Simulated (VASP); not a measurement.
Data:

```xyz
63
Lattice="7.2489 0.0000 0.0000 0.0000 7.2489 0.0000 0.0000 0.0000 7.2489" Properties=species:S:1:pos:R:3 pbc="T T T"
B      3.6213     0.0134     0.0093
B      5.4229     1.8054     0.0161
B      5.4232     0.0196     1.8018
B      7.2467     0.0062     0.0029
B      1.8279     1.8065     0.0095
B      3.6194     3.6082     0.0163
B      5.4458     5.4259     0.0057
B      1.8286     0.0134     1.8023
B      5.4644     3.6499     1.8026
B      3.6205     0.0211     3.6038
B      5.4646     1.8067     3.6460
B      5.4458     0.0096     5.4223
B      7.2404     3.6306     0.0056
B      1.8215     5.4319     0.0028
B      7.2469     1.8050     1.8014
B      1.8338     3.6086     1.8016
B      3.6197     5.4324     1.8014
B      7.2413     0.0099     3.6273
B      1.8350     1.8065     3.6039
B      3.6204     3.6506     3.6457
B      5.4476     5.4346     3.6292
B      1.8219     0.0070     5.4279
B      3.6196     1.8060     5.4281
B      5.4469     3.6332     5.4301
B      7.2473     5.4323     1.8056
B      7.2483     3.6334     3.6298
B      1.8238     5.4267     3.6274
B      7.2470     1.8095     5.4284
B      1.8239     3.6314     5.4220
B      3.6235     5.4329     5.4282
B      7.2444     5.4298     5.4260
N      4.6000     0.8218     0.8183
N      6.3342     2.7160     0.9142
N      6.3346     0.9183     2.7125
N      0.9053     0.9055     0.9021
N      2.6365     2.7847     0.8186
N      4.5304     4.5192     0.9145
N      6.3517     6.3342     0.8976
N      2.6378     0.8238     2.7799
N      6.3526     4.5384     2.7164
N      4.5311     0.9189     4.5157
N      6.3522     2.7202     4.5344
N      6.3518     0.9012     6.3307
N      0.9002     4.5372     0.8974
N      2.7205     6.3399     0.9016
N      0.9101     2.7178     2.7133
N      2.7326     4.5204     2.7122
N      4.5324     6.3452     2.7133
N      0.9007     0.9020     4.5327
N      2.7328     2.7166     4.5151
N      4.5347     4.5384     4.5341
N      6.3438     6.3443     4.5252
N      2.7206     0.9060     6.3359
N      4.5315     2.7175     6.3408
N      6.3435     4.5288     6.3399
N      0.8967     6.3308     2.7180
N      0.9090     4.5295     4.5255
N      2.7159     6.3358     4.5327
N      0.8959     2.7218     6.3267
N      2.7156     4.5371     6.3307
N      4.5367     6.3309     6.3268
N      0.9074     6.3417     6.3378
O      4.6204     2.8064     2.8020
```
Cell charge -1.

The numbers are results of PBE GGA, VASP's PBE PAW potentials (set 64) (plane waves; VASP), not measurements. Numerical set-up: PREC = Normal, LREAL = Auto, ISYM = 0, NELECT = 255.0, 400 eV cut-off, 1×1×1 Γ-centred mesh, Gaussian smearing of 0.050 eV, potentials B N O. Starting moments (MAGMOM): 63*0.0476. The cell's moment is fixed (NUPDOWN = 3).

At this cut-off the stress carries a Pulay error, which pulls relaxed volumes low. The cell is charged, with a uniform compensating background.  The supercell is sampled at Γ alone, which is coarse: total energies, pressure and levels can be off, energies of defects by several tenths of an eV.

**Question.** Estimate the cell moment, energy per atom (σ→0), pressure.

**Answer.** 
```yaml
cell_moment: 3.00 μB
energy per atom (σ→0): -8.425 eV/atom
pressure: 1.38 GPa
```

**Question.** Give the moment on each site (PAW-sphere projection).

**Answer.** 
| site | moment (μB) |
|---|---|
| B1 | 0.00 |
| B2 | 0.00 |
| B3 | 0.00 |
| B4 | 0.00 |
| B5 | 0.00 |
| B6 | 0.00 |
| B7 | 0.01 |
| B8 | 0.00 |
| B9 | 0.02 |
| B10 | 0.00 |
| B11 | 0.02 |
| B12 | 0.01 |
| B13 | 0.01 |
| B14 | 0.01 |
| B15 | 0.01 |
| B16 | 0.00 |
| B17 | 0.01 |
| B18 | 0.01 |
| B19 | 0.00 |
| B20 | 0.02 |
| B21 | 0.01 |
| B22 | 0.01 |
| B23 | 0.01 |
| B24 | 0.01 |
| B25 | 0.01 |
| B26 | 0.01 |
| B27 | 0.01 |
| B28 | 0.01 |
| B29 | 0.01 |
| B30 | 0.01 |
| B31 | 0.01 |
| N32 | 0.34 |
| N33 | 0.00 |
| N34 | 0.00 |
| N35 | 0.01 |
| N36 | 0.34 |
| N37 | 0.00 |
| N38 | 0.04 |
| N39 | 0.34 |
| N40 | 0.01 |
| N41 | 0.00 |
| N42 | 0.01 |
| N43 | 0.04 |
| N44 | 0.04 |
| N45 | 0.01 |
| N46 | 0.02 |
| N47 | 0.00 |
| N48 | 0.02 |
| N49 | 0.04 |
| N50 | 0.00 |
| N51 | 0.01 |
| N52 | 0.01 |
| N53 | 0.01 |
| N54 | 0.02 |
| N55 | 0.01 |
| N56 | 0.05 |
| N57 | 0.01 |
| N58 | 0.04 |
| N59 | 0.05 |
| N60 | 0.04 |
| N61 | 0.05 |
| N62 | 0.03 |
| O63 | 0.02 |

Total energies compare only between runs with the same potentials, cut-off and functional.

The cell is a supercell with a defect, built from BN (zinc blende): O_N-vac_B, charge -1.
